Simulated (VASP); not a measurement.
Given:

```
AlTi
1.0
    2.81034     0.00000     0.00000
    0.00000     2.81034     0.00000
    0.00000     0.00000     4.04248
Al Ti
1 1
Cartesian
  1.40517   1.40517   2.02124
  0.00000   0.00000   0.00000
```

The numbers are results of r2SCAN+rVV10, VASP's PBE PAW potentials (set 64) (plane waves; VASP), not measurements. Run with 400 eV cut-off, 14×14×10 Γ-centred mesh, tetrahedra with Blöchl corrections, potentials Al Ti_sv.

**Question.** Give the energies of bands 5 to 10 at the high-symmetry points, in eV from the Fermi level.

**Answer.** 
```csv
band,Γ,X,M,Z,R,A
5,-9.67,-4.93,-3.33,-8.11,-5.19,-2.64
6,-2.01,-4.86,-0.61,-5.67,-3.31,-2.45
7,-0.99,-1.81,-0.61,-0.80,-1.40,-2.45
8,-0.48,-0.27,-0.46,0.80,-1.31,2.18
9,2.39,2.08,-0.19,2.01,1.60,2.41
10,2.39,2.77,-0.19,2.01,2.13,2.64
```

It has no gap at this level: it comes out as a metal or semimetal.

The structure comes from a measured TiAl entry (P4/mmm) of the Crystallography Open Database, whose conditions weren't checked. It was relaxed first. The electron count is odd and the run is not spin-polarised, which forces a metal.
